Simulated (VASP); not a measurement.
# SiB2 (C2/m) in VASP: density of states with PBE

Aim: the density of states of SiB2 with PBE.

Program: VASP 6.6.1. These are calculated values, not measurements. Logs are shortened: lines on timing, memory, paths and dates and some standing lists are left out, and cuts for length are marked.

### 1 The structure

Symmetry: C2/m, No. 12, monoclinic system. Conventional cell: a = 10.147 Å, b = 4.806 Å, c = 5.714 Å, α = 90.00°, β = 121.71°, γ = 90.00°. Around Si (site symmetry 1) lie 4 B at 2.13 to 2.20 Å and 3 Si at 2.38 to 2.43 Å. B (site symmetry m) has 5 B at 1.77 to 1.96 Å as nearest neighbours. Around B (site symmetry 1) lie 4 B at 1.77 to 1.88 Å. B (site symmetry m) is surrounded by 4 B at 1.77 to 1.96 Å.

The cell was built by a generator and needn't be a form met in nature.

### 2 Density of states, PBE

POSCAR

```
SiB2
1.0
    5.0734430000     -2.4027500000      0.0000000000
    5.0734430000      2.4027500000      0.0000000000
   -3.0034420000      0.0000000000      4.8615170000
Si B
4 8
Direct
    0.6162610000      0.1216270000      0.7222300000
    0.3837390000      0.8783730000      0.2777700000
    0.8783730000      0.3837390000      0.2777700000
    0.1216270000      0.6162610000      0.7222300000
    0.2094270000      0.2094270000      0.0516590000
    0.7996320000      0.4280910000      0.8935100000
    0.4280910000      0.7996320000      0.8935100000
    0.7905730000      0.7905730000      0.9483410000
    0.2003680000      0.5719090000      0.1064900000
    0.5719090000      0.2003680000      0.1064900000
    0.0285380000      0.0285380000      0.6755940000
    0.9714620000      0.9714620000      0.3244060000
```

INCAR.step1

```
PREC = Accurate
ENCUT = 520
EDIFF = 1E-7
ISMEAR = 0
SIGMA = 0.1
LREAL = False
LASPH = True
NELM = 60
ALGO = Normal
ISIF = 2
LWAVE = False
LCHARG = True
GGA = PE
KPAR = 4
```

KPOINTS.step1

```
Automatic mesh
0
Gamma
  8 8 6
```

INCAR.step2

```
PREC = Accurate
ENCUT = 520
EDIFF = 1E-7
ISMEAR = -5
SIGMA = 0.1
LREAL = False
LASPH = True
NELM = 60
ALGO = Normal
ISIF = 2
LWAVE = False
LCHARG = False
GGA = PE
LORBIT = 10
KPAR = 4
NEDOS = 1001
ICHARG = 11
```

KPOINTS.step2

```
Automatic mesh
0
Gamma
  12 12 9
```

Potentials or basis: VASP PAW PBE potentials, release 64 (Si, B).

On the command line:

```bash
$ cat potpaw_PBE.64/Si/POTCAR potpaw_PBE.64/B/POTCAR > POTCAR
$ cp INCAR.step1 INCAR
$ cp KPOINTS.step1 KPOINTS
$ mpirun -np 4 vasp_std > vasp.out
$ cp INCAR.step2 INCAR
$ cp KPOINTS.step2 KPOINTS
$ mpirun -np 4 vasp_std > vasp.out
```

OUTCAR:

```text
PREC = Accurate
   ENCUT = 520
   EDIFF = 1E-7
   ISMEAR = -5
   LREAL = False
   LASPH = True
   NELM = 60
   ISIF = 2
   GGA = PE
   LORBIT = 10
   ICHARG = 11

 ion  position               nearest neighbor table
   1  0.616  0.122  0.722-  10 2.13  11 2.15   6 2.16   8 2.20   4 2.38   2 2.42   4 2.43   3 2.88

   2  0.384  0.878  0.278-   7 2.13  12 2.15   9 2.16   5 2.20   3 2.38   1 2.42   3 2.43   4 2.88

   3  0.878  0.384  0.278-   6 2.13  12 2.15  10 2.16   5 2.20   2 2.38   4 2.42   2 2.43   1 2.88

   4  0.122  0.616  0.722-   9 2.13  11 2.15   7 2.16   8 2.20   1 2.38   3 2.42   1 2.43   2 2.88

   5  0.209  0.209  0.052-   6 1.77   7 1.77   9 1.88  10 1.88  11 1.96   3 2.20   2 2.20
   6  0.800  0.428  0.894-   5 1.77   7 1.79  11 1.86   8 1.88   3 2.13   1 2.16
   7  0.428  0.800  0.894-   5 1.77   6 1.79  11 1.86   8 1.88   2 2.13   4 2.16
   8  0.791  0.791  0.948-   9 1.77  10 1.77   6 1.88   7 1.88  12 1.96   4 2.20   1 2.20
   9  0.200  0.572  0.106-   8 1.77  10 1.79  12 1.86   5 1.88   4 2.13   2 2.16
  10  0.572  0.200  0.106-   8 1.77   9 1.79  12 1.86   5 1.88   1 2.13   3 2.16
  11  0.029  0.029  0.676-  12 1.77   7 1.86   6 1.86   5 1.96   1 2.15   4 2.15
  12  0.971  0.971  0.324-  11 1.77  10 1.86   9 1.86   8 1.96   2 2.15   3 2.15

  LATTYP: Found a base centered monoclinic cell.
 ALAT       =    10.1468860000
 B/A-ratio  =     0.4735935734
 C/A-ratio  =     0.5631734062
 COS(beta)  =    -0.5255866552

  Lattice vectors:

 A1 = (   5.0734430000,  -2.4027500000,   0.0000000000)
 A2 = (   5.0734430000,   2.4027500000,   0.0000000000)
 A3 = (  -3.0034420000,   0.0000000000,   4.8615170000)

Analysis of symmetry for initial positions (statically):
=====================================================================
 Subroutine PRICEL returns:
 Original cell was already a primitive cell.

 Routine SETGRP: Setting up the symmetry group for a
 base centered monoclinic supercell.

 Subroutine GETGRP returns: Found  4 space group operations
 (whereof  4 operations were pure point group operations)
 out of a pool of  4 trial point group operations.

The static configuration has the point symmetry C_2h.

Analysis of symmetry for dynamics (positions and initial velocities):
=====================================================================
 Subroutine PRICEL returns:
 Original cell was already a primitive cell.

 Routine SETGRP: Setting up the symmetry group for a
 base centered monoclinic supercell.

[... 154 lines left out ...]
   IVDW    =     0    specifies the selected vdW correction
   LEPSILON=     F    determine dielectric tensor
   LRPA    =     F    only Hartree local field effects (RPA)
 non-spin polarized calculation
 Fermi weights with tetrahedron method with Bloechl corrections
  energy-cutoff  :      520.00
  volume of cell :      118.53
 maximum number of plane-waves:      3213
 NGX is ok and might be reduce to    42

 number of electron      40.0000000 magnetization

 Free energy of the ion-electron system (eV)
  ---------------------------------------------------
  ext. energy  EPLUGINS =         0.00000000
  ---------------------------------------------------
  free energy    TOTEN  =       -70.03812932 eV

  energy without entropy =      -70.03812932  energy(sigma->0) =      -70.03812932

 E-fermi :   8.3467     XC(G=0): -11.2016

 val. band max:        8.3601309023   @ k =  -0.4167   0.4167   0.4444
 cond. band min:       8.3017747452   @ k =  -0.0833   0.3333   0.4444
 fundamental gap:     -0.0583561571
 Fermi energy:         8.3467109875

 k-point     1 :       0.0000    0.0000    0.0000
  band No.  band energies     occupation
      1      -7.5717      2.00000
      2      -3.2334      2.00000
      3      -2.5497      2.00000
      4      -2.1300      2.00000
      5      -1.2158      2.00000
      6      -0.9345      2.00000
[... 709 lines left out ...]
     26      11.6085      0.00000
     27      11.9842      0.00000

 [... further k-points ...]

------------------------ aborting loop because EDIFF is reached ----------------------------------------

  FORCE on cell =-STRESS in cart. coord.  units (eV):
  Direction    XX          YY          ZZ          XY          YZ          ZX
  --------------------------------------------------------------------------------------
  -------------------------------------------------------------------------------------
  Total       -0.0675352      0.1306601     -0.0031626      0.0000000      0.0000000     -0.0061100
  in kB       -0.9129088      1.7662015     -0.0427500      0.0000000      0.0000000     -0.0825925
  external PRESSURE =       0.2701809 kB  Pullay stress =       0.0000000 kB

 VOLUME and BASIS-vectors are now :
 -----------------------------------------------------------------------------
  energy-cutoff  :      520.00
  volume of cell :      118.53
      direct lattice vectors                 reciprocal lattice vectors
     5.073443000 -2.402750000  0.000000000     0.098552403 -0.208094891  0.060885610
     5.073443000  2.402750000  0.000000000     0.098552403  0.208094891  0.060885610
    -3.003442000  0.000000000  4.861517000     0.000000000  0.000000000  0.205697111

 POSITION                                       TOTAL-FORCE (eV/Angst)
 -----------------------------------------------------------------------------------
      1.57446     -1.18848      3.51113         0.009033     -0.018505     -0.004102
      5.56899      1.18848      1.35038        -0.009033      0.018505      0.004102
      5.56899     -1.18848      1.35038        -0.009033     -0.018505      0.004102
      1.57446      1.18848      3.51113         0.009033      0.018505     -0.004102
      1.96988      0.00000      0.25114         0.013769      0.000000      0.015288
      3.54518     -0.89272      4.34381         0.022207     -0.008518      0.017246
      3.54518      0.89272      4.34381         0.022207      0.008518      0.017246
      5.17357      0.00000      4.61038        -0.013769      0.000000     -0.015288
      3.59827      0.89272      0.51770        -0.022207      0.008518     -0.017246
      3.59827     -0.89272      0.51770        -0.022207     -0.008518     -0.017246
     -1.73954      0.00000      3.28441        -0.028322      0.000000     -0.015758
      8.88298      0.00000      1.57711         0.028322      0.000000      0.015758
 -----------------------------------------------------------------------------------
    total drift:                                0.000000     -0.000000     -0.000000

  FREE ENERGIE OF THE ION-ELECTRON SYSTEM (eV)
  ---------------------------------------------------
  free  energy   TOTEN  =       -70.0381293249 eV

  energy  without entropy=      -70.0381293249  energy(sigma->0) =      -70.03812932

 total charge

# of ion       s       p       d       tot
------------------------------------------
    1        0.761   0.908   0.000   1.669
    2        0.761   0.908   0.000   1.669
    3        0.761   0.908   0.000   1.669
    4        0.761   0.908   0.000   1.669
    5        0.660   1.243   0.000   1.903
    6        0.656   1.241   0.000   1.897
    7        0.656   1.241   0.000   1.897
    8        0.660   1.243   0.000   1.903
    9        0.656   1.241   0.000   1.897
   10        0.656   1.241   0.000   1.897
   11        0.663   1.197   0.000   1.860
   12        0.663   1.197   0.000   1.860
--------------------------------------------------
tot          8.310  13.479   0.000  21.789
```

Wall time 5.9 min (4 MPI ranks of Intel Xeon Platinum 8488C (Sapphire Rapids), shared host); peak memory 0.87 GiB.

Results:

```
Valence electrons inside the program's atomic spheres : Si 1.67; B 1.90, 1.86
```

Levels at points of the mesh, in eV from the Fermi level:
| k point | band 18 | band 19 | band 20 | band 21 | band 22 | band 23 |
| --- | --- | --- | --- | --- | --- | --- |
| (0.00, 0.00, 0.00) | -0.89 | -0.42 | -0.40 | 0.57 | 0.79 | 2.83 |
| (0.50, 0.00, 0.00) | -1.52 | -0.94 | -0.23 | 1.21 | 1.41 | 1.90 |
| (0.50, 0.50, 0.00) | -3.30 | -2.32 | -1.54 | -0.46 | 0.44 | 1.46 |

States per cell in windows of 0.5 eV (zero at the Fermi level; states under -8 eV left out):
| from (eV) | total | B6_p | B7_p | B9_p | B10_p | B11_p | B12_p |
| --- | --- | --- | --- | --- | --- | --- | --- |
| -8.0 | 1.46 | 0.05 | 0.05 | 0.05 | 0.05 | 0.03 | 0.03 |
| -7.5 | 1.56 | 0.06 | 0.06 | 0.06 | 0.06 | 0.04 | 0.04 |
| -7.0 | 1.51 | 0.06 | 0.06 | 0.06 | 0.06 | 0.05 | 0.05 |
| -6.5 | 1.60 | 0.07 | 0.07 | 0.07 | 0.07 | 0.06 | 0.06 |
| -6.0 | 1.95 | 0.09 | 0.09 | 0.09 | 0.09 | 0.07 | 0.07 |
| -5.5 | 2.21 | 0.10 | 0.10 | 0.10 | 0.10 | 0.10 | 0.10 |
| -5.0 | 2.07 | 0.08 | 0.08 | 0.08 | 0.08 | 0.10 | 0.10 |
| -4.5 | 1.98 | 0.07 | 0.07 | 0.07 | 0.07 | 0.10 | 0.10 |
| -4.0 | 1.62 | 0.05 | 0.05 | 0.05 | 0.05 | 0.09 | 0.09 |
| -3.5 | 1.26 | 0.04 | 0.04 | 0.04 | 0.04 | 0.07 | 0.07 |
| -3.0 | 1.51 | 0.06 | 0.06 | 0.06 | 0.06 | 0.08 | 0.08 |
| -2.5 | 1.34 | 0.05 | 0.05 | 0.05 | 0.05 | 0.07 | 0.07 |
| -2.0 | 1.62 | 0.06 | 0.06 | 0.06 | 0.06 | 0.06 | 0.06 |
| -1.5 | 1.33 | 0.05 | 0.05 | 0.05 | 0.05 | 0.04 | 0.04 |
| -1.0 | 1.04 | 0.04 | 0.04 | 0.04 | 0.04 | 0.03 | 0.03 |
| -0.5 | 1.19 | 0.05 | 0.05 | 0.05 | 0.05 | 0.03 | 0.03 |
| 0.0 | 0.87 | 0.04 | 0.04 | 0.04 | 0.04 | 0.02 | 0.02 |
| 0.5 | 1.51 | 0.06 | 0.06 | 0.06 | 0.06 | 0.03 | 0.03 |
| 1.0 | 1.52 | 0.05 | 0.05 | 0.05 | 0.05 | 0.03 | 0.03 |
| 1.5 | 1.81 | 0.05 | 0.05 | 0.05 | 0.05 | 0.04 | 0.04 |
| 2.0 | 2.02 | 0.05 | 0.05 | 0.05 | 0.05 | 0.05 | 0.05 |
| 2.5 | 2.41 | 0.06 | 0.06 | 0.06 | 0.06 | 0.06 | 0.06 |
| 3.0 | 2.37 | 0.06 | 0.06 | 0.06 | 0.06 | 0.06 | 0.06 |
| 3.5 | 1.32 | 0.04 | 0.04 | 0.04 | 0.04 | 0.03 | 0.03 |
| 4.0 | 0.16 | 0.00 | 0.00 | 0.00 | 0.00 | 0.01 | 0.01 |
| 4.5 | 0.01 | 0.00 | 0.00 | 0.00 | 0.00 | 0.00 | 0.00 |
| 5.0 | 0.00 | 0.00 | 0.00 | 0.00 | 0.00 | 0.00 | 0.00 |
| 5.5 | 0.00 | 0.00 | 0.00 | 0.00 | 0.00 | 0.00 | 0.00 |

Caveat: tetrahedron occupations give inexact forces and stress in metals.
